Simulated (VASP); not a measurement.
# PtF2 (R-3m) in VASP: notebook

Runs on PtF2. Level: PBE+U. Tasks: single point.

Program: VASP 6.6.1. These are calculated values, not measurements. Logs are shortened: lines on timing, memory, paths and dates and some standing lists are left out, and cuts for length are marked.

## 1. Starting point

The structure is trigonal, space group R-3m (No. 166). The conventional cell has a = 3.130 Å, b = 3.130 Å, c = 14.193 Å, α = 90.00°, β = 90.00°, γ = 120.00°. Pt (site symmetry -3m) is surrounded by 6 F at 2.14 Å. Around F (site symmetry 3m) lie 3 Pt at 2.14 Å.

The cell was built by a generator and needn't be a form met in nature.

## 2. Single point, PBE+U, collinear spin, zero start

The input, INCAR:

```
PREC = Accurate ; ENCUT = 520
EDIFF = 1E-7 ; ISMEAR = 0
SIGMA = 0.05 ; LREAL = False
LASPH = True ; NELM = 60
ALGO = Normal ; ISIF = 2
LWAVE = False ; LCHARG = False
ISPIN = 2 ; MAGMOM = 0 0 0
LORBIT = 11 ; LMAXMIX = 4
LDAU = True ; LDAUTYPE = 2
LDAUL = 2 -1 ; LDAUU = 6 0
LDAUJ = 0 0 ; LDAUPRINT = 1
GGA = PE
```

The input, KPOINTS:

```
regular mesh
0
Gamma
  7 7 7
```

The input, POSCAR:

```
PtF2
1.0
    1.5647742300      0.9034228200      4.7309018300
   -1.5647742300      0.9034228200      4.7309018300
    0.0000000000     -1.8068456500      4.7309018300
Pt F
1 2
Direct
    0.0000000000      0.0000000000      0.0000000000
    0.2520000000      0.2520000000      0.2520000000
    0.7480000000      0.7480000000      0.7480000000
```

Potentials or basis: VASP PAW PBE potentials, release 64 (Pt, F).

Started as:

```console
$ cat potpaw_PBE.64/Pt/POTCAR potpaw_PBE.64/F/POTCAR > POTCAR
$ mpirun -np 1 vasp_std > vasp.out
```

OUTCAR:

```text
PREC = Accurate
   ENCUT = 520
   EDIFF = 1E-7
   ISMEAR = 0
   LREAL = False
   LASPH = True
   NELM = 60
   ISIF = 2
   ISPIN = 2
   LORBIT = 11
   GGA = PE

 ion  position               nearest neighbor table
   1  0.000  0.000  0.000-   3 2.14   3 2.14   2 2.14   2 2.14   3 2.14   2 2.14
   2  0.252  0.252  0.252-   1 2.14   1 2.14   1 2.14
   3  0.748  0.748  0.748-   1 2.14   1 2.14   1 2.14

  LATTYP: Found a trigonal (rhomboedric) cell.
 ALAT       =     5.0642001647
 COS(alpha) =     0.8090535273

  Lattice vectors:

 A1 = (   1.5647742300,   0.9034228200,   4.7309018300)
 A2 = (  -1.5647742300,   0.9034228200,   4.7309018300)
 A3 = (   0.0000000000,  -1.8068456500,   4.7309018300)

Analysis of symmetry for initial positions (statically):
=====================================================================
 Subroutine PRICEL returns:
 Original cell was already a primitive cell.

 Routine SETGRP: Setting up the symmetry group for a
 trigonal (rhombohedral) supercell.

 Subroutine GETGRP returns: Found 12 space group operations
 (whereof 12 operations were pure point group operations)
 out of a pool of 12 trial point group operations.

The static configuration has the point symmetry D_3d.

Analysis of symmetry for dynamics (positions and initial velocities):
=====================================================================
 Subroutine PRICEL returns:
 Original cell was already a primitive cell.

 Routine SETGRP: Setting up the symmetry group for a
 trigonal (rhombohedral) supercell.

 Subroutine GETGRP returns: Found 12 space group operations
 (whereof 12 operations were pure point group operations)
 out of a pool of 12 trial point group operations.

The dynamic configuration has the point symmetry D_3d.

Analysis of structural, dynamic, and magnetic symmetry:
=====================================================================
 Subroutine PRICEL returns:
 Original cell was already a primitive cell.

 Routine SETGRP: Setting up the symmetry group for a
[... 187 lines left out ...]
  o =  0.6725  v =  0.0000  0.8475  0.0000  0.0000  0.5309  0.0000  0.0000  0.0000  0.0000  0.0000      0.0000  0.0000  0.0000  0.0000  0.0000  0.0000  0.0000  0.0000  0.0000  0.0000
  o =  0.9837  v =  0.0000  0.0000  0.0000  0.0000  0.0000  0.0000 -0.5309 -0.0000  0.0000  0.8475      0.0000  0.0000  0.0000  0.0000  0.0000  0.0000  0.0000  0.0000  0.0000  0.0000
  o =  0.9837  v =  0.0000  0.0000  0.0000  0.0000  0.0000 -0.8475  0.0000 -0.0000  0.5309  0.0000      0.0000  0.0000  0.0000  0.0000  0.0000  0.0000  0.0000  0.0000  0.0000  0.0000
  o =  0.9837  v =  0.0000 -0.5309 -0.0000  0.0000  0.8475  0.0000  0.0000  0.0000  0.0000  0.0000      0.0000  0.0000  0.0000  0.0000  0.0000  0.0000  0.0000  0.0000  0.0000  0.0000
  o =  0.9837  v = -0.8475  0.0000 -0.0000  0.5309  0.0000  0.0000  0.0000  0.0000  0.0000  0.0000      0.0000  0.0000  0.0000  0.0000  0.0000  0.0000  0.0000  0.0000  0.0000  0.0000
  o =  0.9842  v =  0.0000  0.0000 -1.0000  0.0000 -0.0000  0.0000  0.0000  0.0000  0.0000  0.0000      0.0000  0.0000  0.0000  0.0000  0.0000  0.0000  0.0000  0.0000  0.0000  0.0000
  o =  0.9842  v =  0.0000  0.0000  0.0000  0.0000  0.0000  0.0000  0.0000 -1.0000  0.0000 -0.0000      0.0000  0.0000  0.0000  0.0000  0.0000  0.0000  0.0000  0.0000  0.0000  0.0000

 number of electron      23.9999996 magnetization       0.0000579

 Free energy of the ion-electron system (eV)
  ---------------------------------------------------
  ext. energy  EPLUGINS =         0.00000000
  ---------------------------------------------------
  free energy    TOTEN  =        -6.78799490 eV

  energy without entropy =       -6.78209475  energy(sigma->0) =       -6.78504483

 E-fermi :   3.9716     XC(G=0): -10.3345

 val. band max:        3.9628838038   @ k =  -0.1429   0.4286   0.1429
 cond. band min:       3.9828001066   @ k =  -0.1429   0.4286   0.1429
 fundamental gap:      0.0199163028
 Fermi energy:         3.9715636301

 spin component 1

 k-point     1 :       0.0000    0.0000    0.0000
  band No.  band energies     occupation
      1     -20.9965      1.00000
      2     -20.3727      1.00000
      3      -4.8529      1.00000
      4      -3.9194      1.00000
      5      -3.9194      1.00000
      6      -1.4059      1.00000
[... 895 lines left out ...]
      5      -3.4757      1.00000
      6      -2.7467      1.00000
[... 8 lines left out ...]
     15      11.6975      0.00000
     16      16.3932      0.00000

 [... further k-points ...]

------------------------ aborting loop because EDIFF is reached ----------------------------------------

  FORCE on cell =-STRESS in cart. coord.  units (eV):
  Direction    XX          YY          ZZ          XY          YZ          ZX
  --------------------------------------------------------------------------------------
  -------------------------------------------------------------------------------------
  Total        5.8185882      5.8185882      1.5011875      0.0000000     -0.0000000      0.0000000
  in kB      232.3219672    232.3219675     59.9387366      0.0000000     -0.0000000      0.0000000
  external PRESSURE =     174.8608904 kB  Pullay stress =       0.0000000 kB

 VOLUME and BASIS-vectors are now :
 -----------------------------------------------------------------------------
  energy-cutoff  :      520.00
  volume of cell :       40.13
      direct lattice vectors                 reciprocal lattice vectors
     1.564774230  0.903422820  4.730901830     0.319534915  0.184483569  0.070458730
    -1.564774230  0.903422820  4.730901830    -0.319534915  0.184483569  0.070458730
     0.000000000 -1.806845650  4.730901830     0.000000000 -0.368967138  0.070458729

 POSITION                                       TOTAL-FORCE (eV/Angst)
 -----------------------------------------------------------------------------------
      0.00000      0.00000      0.00000         0.000000      0.000000     -0.000000
      0.00000     -0.00000      3.57656         0.000000      0.000000     -0.525323
      0.00000     -0.00000     10.61614         0.000000     -0.000000      0.525323
 -----------------------------------------------------------------------------------
    total drift:                               -0.000000      0.000000     -0.000000

  FREE ENERGIE OF THE ION-ELECTRON SYSTEM (eV)
  ---------------------------------------------------
  free  energy   TOTEN  =        -6.7879949020 eV

  energy  without entropy=       -6.7820947489  energy(sigma->0) =       -6.78504483

 total charge

# of ion       s       p       d       tot
------------------------------------------
    1        0.384   0.387   8.530   9.301
    2        1.758   4.260   0.000   6.018
    3        1.758   4.260   0.000   6.018
--------------------------------------------------
tot          3.900   8.908   8.530  21.338

 magnetization (x)

# of ion       s       p       d       tot
------------------------------------------
    1       -0.000   0.000   0.000   0.000
    2        0.000   0.000   0.000   0.000
    3        0.000   0.000   0.000   0.000
--------------------------------------------------
tot          0.000   0.000   0.000   0.000
```

Wall time 2.9 min (1 thread of AMD EPYC 7R43 (Zen 3), shared host); peak memory 0.28 GiB.

Results:

```
Free energy                                           : -6.7880 eV
Pressure                                              : 17.5 GPa
Largest force                                         : 0.525 eV/Å
Band gap on the k mesh                                : none (metal or under the smearing width)
Net moment                                            : 0.00 μB per cell
Valence electrons inside the program's atomic spheres : Pt 9.30; F 6.02
```

Forces in eV/Å, atoms in the order of the input:
```
Pt   0.000  0.000  0.000
F    0.000  0.000 -0.525
F    0.000  0.000  0.525
```

Levels at points of the mesh, in eV from the Fermi level:
Spin up:
```
           k point  band 8  band 9  band 10  band 11  band 12  band 13  band 14  band 15  band 16
(0.00, 0.00, 0.00)   -4.92   -4.37    -4.37    -3.21     0.05     0.05     0.60     7.20    10.58
```
Spin down:
| k point | band 9 | band 10 | band 11 | band 12 | band 13 | band 14 | band 15 | band 16 |
| --- | --- | --- | --- | --- | --- | --- | --- | --- |
| (0.00, 0.00, 0.00) | -4.37 | -4.37 | -3.21 | 0.05 | 0.05 | 0.60 | 7.20 | 10.58 |

Eigenvalues of the final occupation matrices:
| site | spin | trace | eigenvalues |
| --- | --- | --- | --- |
| site 1 d | 1 | 4.30 | 0.67 0.67 0.98 0.98 0.98 |
| site 1 d | 2 | 4.30 | 0.67 0.67 0.98 0.98 0.98 |

Spin-orbit coupling is left out, which matters for the levels of Pt.

## 3. Single point, PBE+U, collinear spin, random start

The input, INCAR:

```
SYSTEM = PtF2
PREC = Accurate ; ENCUT = 520
EDIFF = 1E-6 ; ISMEAR = 0
SIGMA = 0.05 ; LREAL = .FALSE.
LASPH = .TRUE. ; NELM = 100
ALGO = Fast ; ISIF = 2
LWAVE = .FALSE. ; LCHARG = .FALSE.
ISPIN = 2 ; MAGMOM = 0.52 0 0
LORBIT = 11 ; LMAXMIX = 4
LDAU = .TRUE. ; LDAUTYPE = 2
LDAUL = 2 -1 ; LDAUU = 6 0
LDAUJ = 0 0 ; LDAUPRINT = 1
GGA = PE
```

The input, KPOINTS:

```
regular mesh
0
G
  7 7 7
  0 0 0
```

POSCAR is that of step 2.

Potentials or basis: VASP PAW PBE potentials, release 64 (Pt, F).

Started as:

```console
$ cat potpaw_PBE.64/Pt/POTCAR potpaw_PBE.64/F/POTCAR > POTCAR
$ mpirun -np 1 vasp_std > vasp.out
```

It took 3.3 min on 1 thread of AMD EPYC 7R43 (Zen 3), shared host; peak memory 0.27 GiB.

It converged, with:

* Free energy: -8.9719 eV
* Pressure: 20.7 GPa
* Largest force: 1.161 eV/Å
* Band gap on the k mesh: 2.12 eV, indirect (least direct gap 2.21 eV)
* Net moment: 2.00 μB per cell
* Site moments: Pt +1.74; F +0.15 μB
* Valence electrons inside the program's atomic spheres: Pt 9.19; F 6.06

Forces in eV/Å, atoms in the order of the input:
```
Pt   0.000  0.000  0.000
F    0.000  0.000 -1.161
F    0.000  0.000  1.161
```

Stress tensor (GPa, compression positive):
```
25.13  0.00  0.00
 0.00 25.13  0.00
 0.00  0.00 11.95
```

Levels at points of the mesh, in eV from the valence-band top:
Spin up:
| k point | band 10 | band 11 | band 12 | band 13 | band 14 | band 15 | band 16 |
| --- | --- | --- | --- | --- | --- | --- | --- |
| (0.00, 0.00, 0.00) | -2.98 | -1.99 | -0.09 | -0.09 | 2.12 | 8.82 | 12.39 |
Spin down:
```csv
k point,band 9,band 10,band 11,band 12,band 13,band 14
"(0.00, 0.00, 0.00)",-2.53,-2.53,-1.42,2.45,4.33,4.33
```

Eigenvalues of the final occupation matrices:
| site | spin | trace | eigenvalues |
| --- | --- | --- | --- |
| site 1 d | 1 | 5.08 | 0.99 0.99 0.99 1.06 1.06 |
| site 1 d | 2 | 3.35 | 0.20 0.20 0.98 0.98 0.98 |

Caveat: spin-orbit coupling is left out, which moves the levels of the heavy elements; an odd mesh through Γ misses points on the zone boundary, where band edges often lie; forces of over 1 eV/Å show positions far from the minimum, so gaps and moduli don't describe the material at rest.

## 4. Single point, PBE+U, collinear spin, ferromagnetic start

The input, INCAR:

```
SYSTEM = PtF2
PREC = Accurate ; ENCUT = 520
EDIFF = 1E-6 ; ISMEAR = 0
SIGMA = 0.05 ; LREAL = .False.
LASPH = .True. ; NELM = 80
ALGO = Normal ; ISIF = 2
LWAVE = .False. ; LCHARG = .True.
ISPIN = 2 ; MAGMOM = 0.5 0 0
LORBIT = 11 ; NUPDOWN = 3
LMAXMIX = 4 ; LDAU = .True.
LDAUTYPE = 2 ; LDAUL = 2 -1
LDAUU = 6 0 ; LDAUJ = 0 0
LDAUPRINT = 1 ; GGA = PE
LELF = .True. ; LVHAR = .True.
```

The input, KPOINTS:

```
regular mesh
0
Gamma
  7 7 7
  0 0 0
```

POSCAR is that of step 3.

Started as:

```console
$ cat potpaw_PBE.64/Pt/POTCAR potpaw_PBE.64/F/POTCAR > POTCAR
$ mpirun -np 1 vasp_std > vasp.out
```

Run time: 4 min. Hardware: 1 thread of AMD EPYC 7R43 (Zen 3), shared host; peak memory 0.27 GiB.

Results (log left out):

```
Free energy                                           : -6.0563 eV
Pressure                                              : 28.8 GPa
Largest force                                         : 2.206 eV/Å
Net moment                                            : 3.00 μB per cell
Site moments                                          : Pt +2.28; F +0.32 μB
Valence electrons inside the program's atomic spheres : Pt 9.05; F 6.05
```

Forces on the atoms (eV/Å):
```
Pt   0.000  0.000  0.000
F    0.000  0.000 -2.206
F    0.000  0.000  2.206
```

Stress tensor (GPa, compression positive):
```
32.03  0.00  0.00
 0.00 32.03  0.00
 0.00  0.00 22.36
```

Eigenvalues of the final occupation matrices:
| site | spin | trace | eigenvalues |
| --- | --- | --- | --- |
| site 1 d | 1 | 5.08 | 0.98 0.98 0.98 1.06 1.06 |
| site 1 d | 2 | 3.01 | 0.22 0.22 0.79 0.79 0.97 |

Caveat: the moment is held away from its start; a pressure of tens of GPa on the cell as given is suspect, and the run, the potentials or the cell itself is likely at fault; the total moment is fixed, so each spin has its own Fermi level; forces of over 1 eV/Å show positions far from the minimum, so gaps and moduli don't describe the material at rest. The run has no spin-orbit coupling, so splittings on Pt are missing.

## 5. Summary

| spin | fixed moment (μB) | further INCAR settings | gap on the mesh (eV) | pressure (GPa) | moment (μB) | largest force (eV/Å) |
| --- | --- | --- | --- | --- | --- | --- |
| collinear, zero start | - | ALGO = Normal; EDIFF = 1e-07 | none | 17.5 | 0.00 | 0.53 |
| collinear, random start | - | ALGO = Fast; EDIFF = 1e-06 | 2.12 | 20.7 | 2.00 | 1.16 |
| collinear, ferromagnetic start | 3 | ALGO = Normal; EDIFF = 1e-06 | - | 28.8 | 3.00 | 2.21 |

Alike in all rows: task single point; level PBE+U; potentials or basis VASP PAW PBE potentials, release 64 (Pt, F); Pt d U = 6 eV; cell as given; k mesh 7 × 7 × 7; cutoff (eV) 520; smearing gaussian 0.05 eV.

Caveats: forces of over 1 eV/Å show positions far from the minimum, so gaps and moduli don't describe the material at rest (some runs); spin-orbit coupling is left out, which moves the levels of the heavy elements (some runs); an odd mesh through Γ misses points on the zone boundary, where band edges often lie (some runs); the moment is held away from its start (some runs); a pressure of tens of GPa on the cell as given is suspect, and the run, the potentials or the cell itself is likely at fault (some runs); the total moment is fixed, so each spin has its own Fermi level (some runs).

Total energies depend on the potentials used, so only differences within one code and one set of settings carry meaning.
